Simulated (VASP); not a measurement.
# PrC (Pm-3m) in VASP: notebook

One crystal, PrC, is run at these levels: PBEsol; tasks: single point.

All numbers are computed with VASP 6.6.1; they aren't measurements. Logs are shortened: lines on timing, memory, paths and dates and some standing lists are left out, and cuts for length are marked.

## Step 1: Starting point

It takes space group Pm-3m (No. 221, cubic). The conventional cell has a = 3.005 Å, b = 3.005 Å, c = 3.005 Å, α = 90.00°, β = 90.00°, γ = 90.00°. Pr (site symmetry m-3m) has 8 C at 2.60 Å as nearest neighbours. C (site symmetry m-3m) has 8 Pr at 2.60 Å as nearest neighbours.

The cell comes from a database or a generator and needn't be the stable form of this composition.

## Step 2: Single point, PBEsol, collinear spin, typed start

INCAR

```
  ALGO = Fast
  EDIFF = 1E-7
  ENCUT = 520
  GGA = PS
  ISIF = 2
  ISMEAR = 0
  ISPIN = 2
  LASPH = T
  LCHARG = F
  LMAXMIX = 6
  LORBIT = 11
  LREAL = F
  LWAVE = F
  MAGMOM = 1.12 0
  NBANDS = 20
  NELM = 150
  PREC = Accurate
  SIGMA = 0.05
```

KPOINTS

```
k-points
0
Gamma
  10 10 10
```

POSCAR

```
PrC
1.0
    3.0046563370      0.0000000000      0.0000000000
    0.0000000000      3.0046563370      0.0000000000
    0.0000000000      0.0000000000      3.0046563370
Pr C
1 1
Direct
    0.0000000000      0.0000000000      0.0000000000
    0.5000000000      0.5000000000      0.5000000000
```

Potentials or basis: VASP PAW PBE potentials, release 64 (Pr, C).

The run is started by

```bash
> cat potpaw_PBE.64/Pr/POTCAR potpaw_PBE.64/C/POTCAR > POTCAR
> mpirun -np 1 vasp_std > vasp.out
```

OUTCAR:

```text
EDIFF = 1E-7
   ENCUT = 520
   GGA = PS
   ISIF = 2
   ISMEAR = 0
   ISPIN = 2
   LASPH = T
   LORBIT = 11
   LREAL = F
   NELM = 150
   PREC = Accurate

 ion  position               nearest neighbor table
   1  0.000  0.000  0.000-   2 2.60   2 2.60   2 2.60   2 2.60   2 2.60   2 2.60   2 2.60   2 2.60

   2  0.500  0.500  0.500-   1 2.60   1 2.60   1 2.60   1 2.60   1 2.60   1 2.60   1 2.60   1 2.60

  LATTYP: Found a simple cubic cell.
 ALAT       =     3.0046563370

  Lattice vectors:

 A1 = (   3.0046563370,   0.0000000000,   0.0000000000)
 A2 = (   0.0000000000,   3.0046563370,   0.0000000000)
 A3 = (   0.0000000000,   0.0000000000,   3.0046563370)

Analysis of symmetry for initial positions (statically):
=====================================================================
 Subroutine PRICEL returns:
 Original cell was already a primitive cell.

 Routine SETGRP: Setting up the symmetry group for a
 simple cubic supercell.

 Subroutine GETGRP returns: Found 48 space group operations
 (whereof 48 operations were pure point group operations)
 out of a pool of 48 trial point group operations.

The static configuration has the point symmetry O_h .

Analysis of symmetry for dynamics (positions and initial velocities):
=====================================================================
 Subroutine PRICEL returns:
 Original cell was already a primitive cell.

 Routine SETGRP: Setting up the symmetry group for a
 simple cubic supercell.

 Subroutine GETGRP returns: Found 48 space group operations
 (whereof 48 operations were pure point group operations)
 out of a pool of 48 trial point group operations.

The dynamic configuration has the point symmetry O_h .

Analysis of structural, dynamic, and magnetic symmetry:
=====================================================================
 Subroutine PRICEL returns:
 Original cell was already a primitive cell.

 Routine SETGRP: Setting up the symmetry group for a
 simple cubic supercell.

 Subroutine GETGRP returns: Found 48 space group operations
 (whereof 48 operations were pure point group operations)
 out of a pool of 48 trial point group operations.

The overall configuration has the point symmetry O_h .

 Subroutine INISYM returns: Found 48 space group operations
 (whereof 48 operations are pure point group operations),
 and found     1 'primitive' translations

----------------------------------------------------------------------------------------

                                     Primitive cell

  volume of cell :      27.1259

  direct lattice vectors                    reciprocal lattice vectors
     3.004656337  0.000000000  0.000000000     0.332816764  0.000000000  0.000000000
     0.000000000  3.004656337  0.000000000     0.000000000  0.332816764  0.000000000
     0.000000000  0.000000000  3.004656337     0.000000000  0.000000000  0.332816764

  length of vectors
     3.004656337  3.004656337  3.004656337     0.332816764  0.332816764  0.332816764

  position of ions in fractional coordinates (direct lattice)
     0.000000000  0.000000000  0.000000000
     0.500000000  0.500000000  0.500000000

  ion indices of the primitive-cell ions
   primitive index   ion index
                 1           1
                 2           2

----------------------------------------------------------------------------------------

 KPOINTS: k-points

Automatic generation of k-mesh.
 Grid dimensions read from file:
 generate k-points for:   10   10   10

 Generating k-lattice:

  Cartesian coordinates                     Fractional coordinates (reciprocal lattice)
     0.033281676  0.000000000  0.000000000     0.100000000  0.000000000  0.000000000
     0.000000000  0.033281676  0.000000000     0.000000000  0.100000000  0.000000000
     0.000000000  0.000000000  0.033281676     0.000000000  0.000000000  0.100000000

  Length of vectors
     0.033281676  0.033281676  0.033281676

  Shift w.r.t. Gamma in fractional coordinates (k-lattice)
     0.000000000  0.000000000  0.000000000

 Subroutine IBZKPT returns following result:
 ===========================================

 Found     56 irreducible k-points:

 Following reciprocal coordinates:
            Coordinates               Weight
  0.000000  0.000000  0.000000      1.000000
  0.100000  0.000000  0.000000      6.000000
  0.200000  0.000000  0.000000      6.000000
  0.300000  0.000000  0.000000      6.000000
  0.400000  0.000000  0.000000      6.000000
  0.500000  0.000000  0.000000      3.000000
[... 16 lines left out ...]
  0.200000  0.100000  0.100000     24.000000
  0.300000  0.100000  0.100000     24.000000
 [... further k-points ...]
   k-points           NKPTS =     56   k-points in BZ     NKDIM =     56   number of bands    NBANDS=     20
   number of dos      NEDOS =    301   number of ions     NIONS =      2
   total plane-waves  NPLWV =  13824
   dimension x,y,z NGX =    24 NGY =   24 NGZ =   24
   dimension x,y,z NGXF=    48 NGYF=   48 NGZF=   48
   ions per type =               1   1
   NGX,Y,Z   is equivalent  to a cutoff of  13.28, 13.28, 13.28 a.u.
   NGXF,Y,Z  is equivalent  to a cutoff of  26.56, 26.56, 26.56 a.u.
 SYSTEM =  unknown system
   PREC   = accura    normal or accurate (medium, high low for compatibility)
   ISTART =      0    job   : 0-new  1-cont  2-samecut
   ICHARG =      2    charge: 1-file 2-atom 10-const
   ISPIN  =      2    spin polarized calculation?
   LNONCOLLINEAR =      F non collinear calculations
   LSORBIT =      F    spin-orbit coupling
   LASPH  =      T    aspherical Exc in radial PAW
   ENCUT  =  520.0 eV  38.22 Ry    6.18 a.u.   5.59  5.59  5.59*2*pi/ulx,y,z
   NELM   =    150;   NELMIN=  2; NELMDL= -5     # of ELM steps
   EDIFF  = 0.1E-06   stopping-criterion for ELM
   LREAL  =      F    real-space projection
   EDIFFG = 0.1E-05   stopping-criterion for IOM
   NSW    =      0    number of steps for IOM
   IBRION =     -1    ionic relax: 0-MD 1-quasi-New 2-CG
   NFREE  =      0    steps in history (QN), initial steepest desc. (CG)
   ISIF   =      2    stress and relaxation
   ISYM   =      2    0-nonsym 1-usesym 2-fastsym
   POTIM  = 0.5000    time-step for ionic-motion
   TEBEG  =    0.0;   TEEND  =   0.0 temperature during run
   PSTRESS=    0.0 pullay stress
   NELECT =      17.0000    total number of electrons
   NUPDOWN=      -1.0000    fix difference up-down
   EMIN   =  10.00;   EMAX   =-10.00  energy-range for DOS
   EFERMI =   0.00;   METHOD = LEGACY
   ISMEAR =     0;   SIGMA  =   0.05  broadening in eV -4-tet -1-fermi 0-gaus
   EFERMI_NEDOS =   21; number of points for ismear=-14 and -15
   IALGO  =     68    algorithm
   IMIX   =      4    mixing-type and parameters
     AMIX     =   0.40;   BMIX     =  1.00
     AMIX_MAG =   1.60;   BMIX_MAG =  1.00
  volume/ion in A,a.u.               =      13.56        91.53
  Fermi-wavevector in a.u.,A,eV,Ry     =   1.400973  2.647454 26.704487  1.962724
  Thomas-Fermi vector in A             =   2.523880
   LORBIT       =     11    0 simple, 1 ext, 2 COOP (PROOUT), +10 PAW based schemes
   GGA     = PS    functional components
   LHFCALC =     F    Hartree Fock is set to
   AEXX    =    0.0000 exact exchange contribution
   IVDW    =     0    specifies the selected vdW correction
   LEPSILON=     F    determine dielectric tensor
   LRPA    =     F    only Hartree local field effects (RPA)
 spin polarized calculation
 RMM-DIIS sequential band-by-band and
 Gauss-broadening in eV      SIGMA  =   0.05
  energy-cutoff  :      520.00
  volume of cell :       27.13
 maximum number of plane-waves:       743
 NGX is ok and might be reduce to    24
   NGX = 11   NGY = 11   NGZ = 11

 number of electron      17.0000000 magnetization       1.1200000

 number of electron      17.0000003 magnetization      -0.9217477

 Free energy of the ion-electron system (eV)
  ---------------------------------------------------
  ext. energy  EPLUGINS =         0.00000000
  ---------------------------------------------------
  free energy    TOTEN  =       -15.19400748 eV

  energy without entropy =      -15.18721095  energy(sigma->0) =      -15.19060921

 E-fermi :   9.4827     XC(G=0): -12.8200

 val. band max:        9.4652135618   @ k =   0.3000   0.2000   0.0000
 cond. band min:       9.4850970575   @ k =   0.3000   0.3000   0.2000
 fundamental gap:      0.0198834957
 Fermi energy:         9.4827397670

 spin component 1

 k-point     1 :       0.0000    0.0000    0.0000
  band No.  band energies     occupation
      1     -26.0558      1.00000
      2      -6.5157      1.00000
      3      -6.5157      1.00000
      4      -6.5157      1.00000
      5      -0.9141      1.00000
      6       8.4642      1.00000
[... 12 lines left out ...]
     19      18.2213      0.00000
     20      18.7051      0.00000

 k-point     2 :       0.1000    0.0000    0.0000
  band No.  band energies     occupation
      1     -26.0133      1.00000
      2      -6.9930      1.00000
      3      -6.4743      1.00000
      4      -6.4743      1.00000
      5      -0.5678      1.00000
      6       8.5444      1.00000
[... 12 lines left out ...]
     19      18.3146      0.00000
     20      19.2793      0.00000
[... 465 lines left out ...]
      3      -6.8056      1.00000
      4      -6.6795      1.00000
      5       0.5990      1.00000
      6       8.0504      1.00000
[... 12 lines left out ...]
     19      18.2294      0.00000
     20      19.2436      0.00000

 k-point    24 :       0.3000    0.1000    0.1000
  band No.  band energies     occupation
      1     -25.6705      1.00000
      2      -8.9514      1.00000
      3      -6.6399      1.00000
      4      -6.5273      1.00000
      5       1.1627      1.00000
      6       7.1222      1.00000
[... 12 lines left out ...]
     19      18.6123      0.00000
     20      18.9282      0.00000

 [... further k-points ...]

 spin component 2

 k-point     1 :       0.0000    0.0000    0.0000
  band No.  band energies     occupation
      1     -26.5606      1.00000
      2      -6.9172      1.00000
      3      -6.9172      1.00000
      4      -6.9172      1.00000
      5      -0.7137      1.00000
      6       8.0879      1.00000
[... 12 lines left out ...]
     19      18.0201      0.00000
     20      18.9289      0.00000

 k-point     2 :       0.1000    0.0000    0.0000
  band No.  band energies     occupation
      1     -26.5189      1.00000
      2      -7.3737      1.00000
      3      -6.8775      1.00000
      4      -6.8775      1.00000
      5      -0.3838      1.00000
      6       8.1636      1.00000
[... 12 lines left out ...]
     19      18.1388      0.00000
     20      18.3423      0.00000
[... 465 lines left out ...]
      3      -7.1979      1.00000
      4      -7.0862      1.00000
      5       0.7551      1.00000
      6       8.0063      1.00000
[... 12 lines left out ...]
     19      18.1328      0.00000
     20      18.8940      0.00000

 k-point    24 :       0.3000    0.1000    0.1000
  band No.  band energies     occupation
      1     -26.1833      1.00000
      2      -9.2918      1.00000
      3      -7.0407      1.00000
      4      -6.9415      1.00000
      5       1.3243      1.00000
      6       7.1465      1.00000
[... 12 lines left out ...]
     19      18.5805      0.00000
     20      18.7898      0.00000

 [... further k-points ...]

------------------------ aborting loop because EDIFF is reached ----------------------------------------

  FORCE on cell =-STRESS in cart. coord.  units (eV):
  Direction    XX          YY          ZZ          XY          YZ          ZX
  --------------------------------------------------------------------------------------
  -------------------------------------------------------------------------------------
  Total        0.0830405      0.0830405      0.0830405     -0.0000000      0.0000000     -0.0000000
  in kB        4.9047410      4.9047410      4.9047410     -0.0000000      0.0000000     -0.0000000
  external PRESSURE =       4.9047410 kB  Pullay stress =       0.0000000 kB

 VOLUME and BASIS-vectors are now :
 -----------------------------------------------------------------------------
  energy-cutoff  :      520.00
  volume of cell :       27.13
      direct lattice vectors                 reciprocal lattice vectors
     3.004656337  0.000000000  0.000000000     0.332816764  0.000000000  0.000000000
     0.000000000  3.004656337  0.000000000     0.000000000  0.332816764  0.000000000
     0.000000000  0.000000000  3.004656337     0.000000000  0.000000000  0.332816764

 POSITION                                       TOTAL-FORCE (eV/Angst)
 -----------------------------------------------------------------------------------
      0.00000      0.00000      0.00000         0.000000      0.000000      0.000000
      1.50233      1.50233      1.50233         0.000000      0.000000      0.000000
 -----------------------------------------------------------------------------------
    total drift:                                0.000000      0.000000     -0.000000

  FREE ENERGIE OF THE ION-ELECTRON SYSTEM (eV)
  ---------------------------------------------------
  free  energy   TOTEN  =       -15.1940074766 eV

  energy  without entropy=      -15.1872109472  energy(sigma->0) =      -15.19060921

 total charge

# of ion       s       p       d       f       tot
--------------------------------------------------
    1        1.961   5.302   0.798   2.040  10.101
    2        0.899   1.366   0.000   0.000   2.264
--------------------------------------------------
tot          2.860   6.668   0.798   2.040  12.365

 magnetization (x)

# of ion       s       p       d       f       tot
--------------------------------------------------
    1        0.004   0.026  -0.071  -1.003  -1.043
    2        0.011   0.135   0.000   0.000   0.146
--------------------------------------------------
tot          0.015   0.162  -0.071  -1.003  -0.897
```

It took 4.1 min on 1 thread of Intel Xeon Platinum 8259CL at 2.50GHz (Skylake/Cascade Lake), shared host; peak memory 0.19 GiB.

Results:

```yaml
Free_energy: -15.1940 eV
Pressure: 0.5 GPa
Band_gap_on_the_k_mesh: none (metal or under the smearing width)
Net_moment: -0.92 μB per cell
Site_moments: Pr -1.04; C +0.15 μB
Valence_electrons_inside_the_program's_atomic_spheres: Pr 10.10; C 2.26
```

Caveat: the magnetic or orbital state may not be the lowest; the PAW data sets were made with another functional, which shifts forces and pressure a little; spin-orbit coupling is left out, which moves the levels of the heavy elements; without U or exact exchange the open f shell lies at the Fermi level, which spoils levels, moments and volumes. The state reached can hang on the start; a lower one may exist.

(Continued in part 2 of 2.)
